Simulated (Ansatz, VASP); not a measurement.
# Two plane-wave programs on Mg4Cd

File INCAR:

```
PREC     = Accurate       # precision mode
ENCUT    = 520            # plane-wave cutoff, eV
EDIFF    = 1E-6           # SCF threshold, eV
ISMEAR   = 0              # smearing method
SIGMA    = 0.2            # smearing width, eV
LREAL    = False          # projectors in reciprocal space
LASPH    = True           # aspherical terms in the spheres
NELM     = 100            # most SCF steps
ALGO     = Normal         # electronic algorithm
ISIF     = 2              # what is computed and relaxed
LWAVE    = False          # write WAVECAR
LCHARG   = False          # write CHGCAR
GGA      = PE             # functional
NBANDS   = 31             # bands
```

File KPOINTS:

```
regular mesh
0
Gamma
  4 4 2
```

Contents of POSCAR:

```
Mg4Cd
1.0
   -5.2309797096      0.0000000000      0.0000000000
    0.0000000000      0.0000000000     -5.2309797096
    0.0000000000    -10.4619594191      0.0000000000
Mg Cd
8 2
Direct
    0.7028489527      0.7028489527      0.8514244763
    0.7028489527      0.7028489527      0.3514244763
    0.2971510473      0.7028489527      0.6485755237
    0.2971510473      0.7028489527      0.1485755237
    0.7028489527      0.2971510473      0.6485755237
    0.7028489527      0.2971510473      0.1485755237
    0.2971510473      0.2971510473      0.8514244763
    0.2971510473      0.2971510473      0.3514244763
    1.0000000000      0.0000000000      1.0000000000
    1.0000000000      1.0000000000      0.5000000000
```

Input for Ansatz:

```yaml
crystal:
  lattice:
    - [-5.2309797096, 0.0, 0.0]
    - [0.0, 0.0, -5.2309797096]
    - [0.0, -10.4619594191, 0.0]
  atoms:
    - { symbol: Mg, position: [0.7028489527, 0.7028489527, 0.8514244763] }
    - { symbol: Mg, position: [0.7028489527, 0.7028489527, 0.3514244763] }
    - { symbol: Mg, position: [0.2971510473, 0.7028489527, 0.6485755237] }
    - { symbol: Mg, position: [0.2971510473, 0.7028489527, 0.1485755237] }
    - { symbol: Mg, position: [0.7028489527, 0.2971510473, 0.6485755237] }
    - { symbol: Mg, position: [0.7028489527, 0.2971510473, 0.1485755237] }
    - { symbol: Mg, position: [0.2971510473, 0.2971510473, 0.8514244763] }
    - { symbol: Mg, position: [0.2971510473, 0.2971510473, 0.3514244763] }
    - { symbol: Cd, position: [1.0, 0.0, 1.0] }
    - { symbol: Cd, position: [1.0, 1.0, 0.5] }
basis:
  ecutwfc: 420
kpoints:
  mp_grid: { grid: [4, 4, 2] }
hamiltonian:
  xc: pbe
scf:
  occupations: { method: gaussian, width: 0.2 }
  lower_state_search: "off"
output:
  forces: true
  stress: true
  eigenvalues: true
```

Alike in both runs: task single point; functional PBE; k mesh 4 × 4 × 2; occupations gaussian, width 0.2 eV; no spin polarisation.

|  | VASP | Ansatz |
| --- | --- | --- |
| version | VASP 6.6.1 | Ansatz 0.2.0 |
| potentials or method | VASP PAW PBE potentials, release 64 (Mg, Cd) | scalar-relativistic, plane waves, PAW |
| plane-wave cutoff (eV) | 520 | 420 |
| valence electrons in the cell | 40 | 120 |

```tsv
	VASP	Ansatz	Ansatz less VASP
gap on the k mesh at the Fermi level (eV)	none	none	-
pressure (GPa)	0.2	0.3	+0.04
rms of the force components (eV/Å)	0.021	0.018	-0.0026
```

Atom by atom the forces differ by 0.003 eV/Å (rms over components). A gap of «none» marks a metal or a gap that the smearing closes. The two sets of potentials don't hold the same shells in valence.
